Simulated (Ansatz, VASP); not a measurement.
# Ge (Germanium): VASP beside Ansatz, part 2 of 2

Aim: how closely do two programs agree when they are given the same cell, functional and k mesh? The cell is taken from a series of runs on this material, whose earlier steps may have relaxed, scaled, displaced or heated it; both programs get it as it stands.

VASP 6.6.1 and Ansatz 0.2.0.

So far: The starting structure; VASP: zone-centre phonons, LDA.

**2. VASP: zone-centre phonons, LDA (continued)**

Level of this step: LDA; plane waves and PAW (Ge_d) (VASP).

Numbers of over 12 decimals in the logs are rounded to 6 here.

Parts of OUTCAR (step 2):

```text
ion  position               nearest neighbor table
   1  0.502  0.502  0.498-   2 2.44   2 2.44   2 2.46   2 2.46
   2  0.748  0.748  0.752-   1 2.44   1 2.44   1 2.46   1 2.46

  LATTYP: Found a body centered orthorhombic cell.
 ALAT       =     3.9739454660
 B/A-ratio  =     1.0302708365
 C/A-ratio  =     1.3981208874

 Subroutine GETGRP returns: Found  4 space group operations
 (whereof  2 operations were pure point group operations)

The static configuration has the point symmetry C_1h.
 The point group associated with its full space group is C_2h.

   k-points           NKPTS =   1728   k-points in BZ     NKDIM =   1728   number of bands    NBANDS=     20

   dimension x,y,z NGX =    30 NGY =   30 NGZ =   30
   dimension x,y,z NGXF=    60 NGYF=   60 NGZF=   60

   ENCUT  =  500.0 eV  36.75 Ry    6.06 a.u.   7.26  7.26  7.46*2*pi/ulx,y,z

   NELECT =      28.0000    total number of electrons

 k-points in reciprocal lattice and weights: Points of the shifted mesh
   0.04166667  0.04166667  0.04166667       0.001
   0.04166667  0.04166667  0.12500000       0.001
   0.04166667  0.04166667  0.20833333       0.001
   0.04166667  0.04166667  0.29166667       0.001
   0.04166667  0.04166667  0.37500000       0.001
   0.04166667  0.04166667  0.45833333       0.001
   0.04166667  0.04166667  0.54166667       0.001
   0.04166667  0.04166667  0.62500000       0.001
   0.04166667  0.04166667  0.70833333       0.001
[...]
0.95833333  0.95833333  0.87500000       0.001
   0.95833333  0.95833333  0.95833333       0.001

 average (electrostatic) potential at core
       1 -75.3937       2 -75.3937

  Total       -0.4901825     -0.4901825      0.0210804     -0.5115873     -0.0033638     -0.0033638
  in kB      -17.3754706    -17.3754706      0.7472339    -18.1342045     -0.1192357     -0.1192368
  external PRESSURE =     -11.3345691 kB  Pullay stress =       0.0000000 kB

  energy-cutoff  :      500.00
  volume of cell :       45.20
      direct lattice vectors                 reciprocal lattice vectors
     0.042530583  2.852534370  2.778028081    -0.177935703  0.177935703  0.179983782
     2.852534370  0.042530583  2.778028081     0.177935703 -0.177935703  0.179983782
     2.895064952  2.895064952  0.000000000     0.172707697  0.172707697 -0.179983782

 POSITION                                       TOTAL-FORCE (eV/Angst)
 -----------------------------------------------------------------------------------
      2.89486      2.89486      2.78871         0.000222      0.000222      0.002589
      4.34280      4.34280      4.15636        -0.000222     -0.000222     -0.002589
 -----------------------------------------------------------------------------------
    total drift:                                0.000000      0.000000     -0.000000

 Eigenvectors and eigenvalues of the dynamical matrix
 ----------------------------------------------------

   1 f  =    8.816371 THz    55.394895 2PiTHz  294.082496 cm-1    36.461566 meV
             X         Y         Z           dx          dy          dz
      2.894864  2.894864  2.788713    -0.500000    0.500000    0.000000
      4.342798  4.342798  4.156357     0.500000   -0.500000   -0.000000

   2 f  =    8.648838 THz    54.342249 2PiTHz  288.494168 cm-1    35.768702 meV
             X         Y         Z           dx          dy          dz
      2.894864  2.894864  2.788713     0.003614    0.003614    0.707088
      4.342798  4.342798  4.156357    -0.003614   -0.003614   -0.707088

   3 f  =    8.523417 THz    53.554206 2PiTHz  284.310574 cm-1    35.250003 meV
             X         Y         Z           dx          dy          dz
      2.894864  2.894864  2.788713     0.499987    0.499987   -0.005111
      4.342798  4.342798  4.156357    -0.499987   -0.499987    0.005111

   4 f  =    0.000000 THz     0.000001 2PiTHz    0.000006 cm-1     0.000001 meV
             X         Y         Z           dx          dy          dz
      2.894864  2.894864  2.788713    -0.006720   -0.137820    0.693513
      4.342798  4.342798  4.156357    -0.006720   -0.137820    0.693513

   5 f  =    0.000000 THz     0.000000 2PiTHz    0.000001 cm-1     0.000000 meV
             X         Y         Z           dx          dy          dz
      2.894864  2.894864  2.788713     0.568293    0.411608    0.087305
      4.342798  4.342798  4.156357     0.568293    0.411608    0.087305

   6 f/i=    0.000000 THz     0.000000 2PiTHz    0.000002 cm-1     0.000000 meV
             X         Y         Z           dx          dy          dz
      2.894864  2.894864  2.788713    -0.420711    0.558198    0.106853
      4.342798  4.342798  4.156357    -0.420711    0.558198    0.106853

 ELASTIC MODULI CONTR FROM IONIC RELAXATION (kBar)
 Direction    XX          YY          ZZ          XY          YZ          ZX
 --------------------------------------------------------------------------------
 XX          -0.5374     -0.5244     -1.4554     11.0698      1.0824      1.0143
 YY          -0.5244     -0.5374     -1.4554     10.7702     -0.5675      2.9625
 ZZ          -1.4554     -1.4554     -4.0506     30.5430     -1.8720      3.4304
 XY          11.0698     10.7702     30.5430   -234.1310      1.3556      1.7377
 YZ           1.0824     -0.5675     -1.8720      1.3556   -213.8318     37.5931
 ZX           1.0143      2.9625      3.4304      1.7377     37.5931   -220.5515
 --------------------------------------------------------------------------------
```

**3. Ansatz: zone-centre phonons, LDA**

Ansatz runs on its PAW soft_1 files.

The same cell, functional (in two slightly different forms), mesh and smearing now go to Ansatz, which takes its cutoff from its data sets.

Input file input.yaml:

```yaml
crystal:
  lattice:
    - [0.0425305827, 2.8525343698, 2.7780280808]
    - [2.8525343698, 0.0425305827, 2.7780280808]
    - [2.8950649524, 2.8950649524, 0.0]
  atoms:
    - { symbol: Ge, position: [0.5019231832, 0.5019231832, 0.4980073645] }
    - { symbol: Ge, position: [0.7480768168, 0.7480768168, 0.7519926355] }
kpoints:
  mp_grid: { grid: [12, 12, 12], shift: [0.5, 0.5, 0.5] }
hamiltonian:
  xc: lda
  pseudopotentials: { kind: paw, azcp: { folder: soft_1 }, xc_functional: pbe }
scf:
  occupations: { method: gaussian, width: 0.015 }
output:
  eigenvalues: true
phonons:
  method: dfpt
```

On the command line:

```console
$ ansatz run input.yaml --threads 4 --pin off --max-ram 10240MiB --backend cpu --events-out ev --progress --plain --runs-dir out
```

The log of the run:

```text
Engine: ansatz 0.2.0, x86_64-unknown-linux-gnu
Pseudopotentials: kind: paw
Pseudopotential: Ge, paw, valence charge 14, recommended cutoff 420 eV (normal), soft_1/Ge.paw.azcp
Functional definition: SPW92
  exchange = slater_x
  correlation = pw_c
Crystal: 2 atoms, lattice volume = 45.199 Å³
Basis set: ecut = 420 eV, 889 PW (Γ), exchange–correlation on 64×64×64 points (8 copies of the dense FFT grid, shifted against one another)
Bands: 18, of which v1, the nominal top of the filled ones, is band 14 counted from 1 (13 counted from 0)
Symmetry: 4 space group operations
k-points: 864 of 1728 (irreducible under 1 space group operation, time reversal used)
Non-local potential: Ge, projectors of the file, l = 0: 2, l = 1: 2, l = 2: 3, l = 3: 1
PAW form: soft (Blöchl's): semilocal exchange-correlation on the pseudo side does not see the compensation charge
PAW frozen core: Ge, regenerated for the run's functional, and the local potential with it (the file was generated under x = pbe(κ = 0.804, μ = 0.219515), c = pbe(β = 0.066725))
PAW one-centre angular grid: Ge, 590 points (default); XC on 64 Gauss nodes
Initial density: superposition of atomic densities (chi_scale 0.1, normalization cell)
Initial wavefunctions: pseudopotential atomic-orbital guess
Functional: x = slater, c = lda
SCF iter   1: F=—  HF=-8431.572680 eV  |F-HF|=—  |Δ(HF+E_count)|=         —  Δρ=3.45e-2  dr2=4.95e-1  ethr=3.10e-3  ⟨swp⟩=6.0  Hψ=72352  notcnv=0
preconditioner: auto → none  [insulator: Δε(μ)=0.293 eV  Ē_g=23.404 eV  σ=0.015 eV  W_gap=1.00  n_scr=14 (ndim 8)  ℏωp=29.2 eV  f_vac=0.000  D(μ)=0.00/eV (n_scr^D=0)  ε∞_Penn≈2.6]
SCF iter   2: F=—  HF=-8431.454487 eV  |F-HF|=—  |Δ(HF+E_count)|=   1.18e-1  Δρ=1.58e-2  dr2=8.16e-2  ethr=1.77e-3  ⟨swp⟩=2.0  Hψ=25914  notcnv=0
SCF iter   3: F=—  HF=-8431.439785 eV  |F-HF|=—  |Δ(HF+E_count)|=   1.47e-2  Δρ=2.21e-3  dr2=5.79e-4  ethr=2.91e-4  ⟨swp⟩=2.0  Hψ=22521  notcnv=0
SCF iter   4: F=—  HF=-8431.439926 eV  |F-HF|=—  |Δ(HF+E_count)|=   1.41e-4  Δρ=4.20e-4  dr2=6.99e-5  ethr=2.07e-6  ⟨swp⟩=2.0  Hψ=30992  notcnv=0
SCF iter   5: F=—  HF=-8431.439747 eV  |F-HF|=—  |Δ(HF+E_count)|=   1.79e-4  Δρ=5.62e-5  dr2=1.19e-6  ethr=2.50e-7  ⟨swp⟩=2.0  Hψ=29204  notcnv=0
SCF iter   6: F=—  HF=-8431.439746 eV  |F-HF|=—  |Δ(HF+E_count)|=   1.41e-6  Δρ=2.50e-5  dr2=1.97e-7  ethr=4.23e-9  ⟨swp⟩=2.0  Hψ=27648  notcnv=0
SCF iter   7: F=—  HF=-8431.439746 eV  |F-HF|=—  |Δ(HF+E_count)|=   8.18e-8  Δρ=5.40e-6  dr2=6.24e-9  ethr=7.02e-10  ⟨swp⟩=3.0  Hψ=27964  notcnv=0
SCF iter   8: F=—  HF=-8431.439746 eV  |F-HF|=—  |Δ(HF+E_count)|=   6.44e-9  Δρ=4.17e-7  dr2=3.33e-11  ethr=2.23e-11  ⟨swp⟩=2.0  Hψ=26044  notcnv=0
SCF iter   9: F=-8431.439746 eV  HF=-8431.439746 eV  |F-HF|=3.64e-12  |Δ(HF+E_count)|=  5.46e-12  Δρ=8.83e-8  dr2=1.79e-12  ethr=1.00e-12  ⟨swp⟩=5.1  Hψ=67425  notcnv=0
SCF 1 converged in 9 iterations: F = -8431.439746 eV  dr2 = 1.79e-12
  greatest PAW one-centre occupation: 0.998 electrons in one spin orbital (limit 2), on the Ge atom at site 1 (counted from 0), in its partial waves of l = 2
DFPT response loops at Γ: preconditioner auto → none (the input reference at scf.mixing.eps_inf says where Resta's filter doesn't serve); β = 0.50; Broyden in place of MSR1
SCF converged after 9 iterations
Free energy (F): -8431.439746 eV
Harris-Foulkes:  -8431.439746 eV  (|F-HF|=3.64e-12)
Internal energy: -8431.439746 eV  (E = F + TS)
E sigma→0 (E₀):  -8431.439746 eV
Fermi energy:    8.326773 eV
--- Per-component energies (eV) ---
  E_band       = -310.697867
  E_kinetic    = 186.648973
  E_local      = -4508.292689  (includes V_loc(G=0)·N_el)
  E_nonlocal   = 441.828994
  E_hartree    = 2145.459088
  E_xc         = -142.947972
  E_vxc        = -131.405108  (∫ρ·V_xc dr)
  E_paw        = -3868.910760  (= ΣΔE_a)
  E_vpaw       = -590.396357  (= ΣTr[D̂ρ^β])
  E_aug_tail   = 0.000033  (compensation charges beyond the density's cutoff)
  E_ewald      = -2689.042065
  E_core_change = 3.816653  (= ΣΔE_core)
  E_smearing   = -0.000000  (= −TS)
  E_closure    = -0.000000  (closes the sum)
  Σ components = -8431.439746   (vs F -8431.439746, Δ=0.00e0)
--- Band table (eV; the first three rows and the last of 864) ---
  k-point 0: bands = [... 10 lower, -4.5527, 7.3408, 8.2345, 8.2566, 8.7534, 10.7634, 10.7884, 11.0333]
  k-point 1: bands = [... 10 lower, -4.4454, 6.1508, 7.7801, 8.1690, 9.4499, 11.1052, 11.1472, 11.3120]
  k-point 2: bands = [... 10 lower, -4.1767, 4.6362, 7.3266, 7.8382, 9.4419, 11.5329, 11.6842, 12.4910]
  k-point 863: bands = [... 10 lower, -2.4028, 0.6281, 6.4078, 6.8362, 8.3981, 11.7639, 12.1173, 15.2522]
--- Phonons (Γ-DFPT): 2 representative perturbations + reference, on 864 of 1728 k-points (Σ response iterations 6) ---
  k mesh reduced under 1 symmetry operation, with k and −k counted as one. Each operation leaves every solved perturbation unchanged. A smaller set is not used because it would not reduce the number of displacements times k-points to solve
  ASR residual: 1.991e-5 → 0.000e0 eV/Å²; symmetrization residual: 1.715e-6 eV/Å²
  ASR residual per site (eV/Å²): 1.99e-5 1.99e-5
  Γ frequencies (cm⁻¹): 0.00 0.00 0.00 283.09 287.10 292.74
  non-analytic LO–TO correction: not included (Born effective charges unavailable; polar crystals: no LO–TO splitting at Γ)
```

**4. Comparison**

Known differences besides the potentials themselves: the two LDA forms differ slightly; the cutoff is 420 eV in Ansatz and 500 eV in VASP; VASP's log shows a relativistic correction to its local exchange, Ansatz's none. Total energies have different zeros and are not compared.

Both answers:

```
             quantity  Ansatz   VASP  difference
optical mode 1 (cm⁻¹)   283.1  284.3     -0.43 %
optical mode 2 (cm⁻¹)   287.1  288.5     -0.48 %
optical mode 3 (cm⁻¹)   292.7  294.1     -0.46 %
```

Modes are paired by rising frequency, not by their patterns, so a pair may set unlike modes beside each other; they are those without the splitting of longitudinal modes.

**5. Outcome**

```json
{
  "r.m.s. difference of the optical zone-centre modes, each program's sorted by frequency (zone-centre phonons, LDA)": "1.3 cm⁻¹"
}
```

The r.m.s. difference of the optical zone-centre modes, each program's sorted by frequency is 1.3 cm⁻¹ (zone-centre phonons, LDA). Such differences can come from data sets, numerical settings and the points named under the comparisons, not from the functional's error against experiment.

[Lines on the potential files, build, host, timing and source positions are cut from VASP's logs without a mark.]

[Logs are printed without paths, hosts, clocks, repeated set-up lines and the standing remarks that a program may print on its own settings, such as how far it seeks lower states.]

[Hosts, paths, dates, database ids (printed as entryN), source tags and the programs' standing remarks are cut or masked in the printed files.]
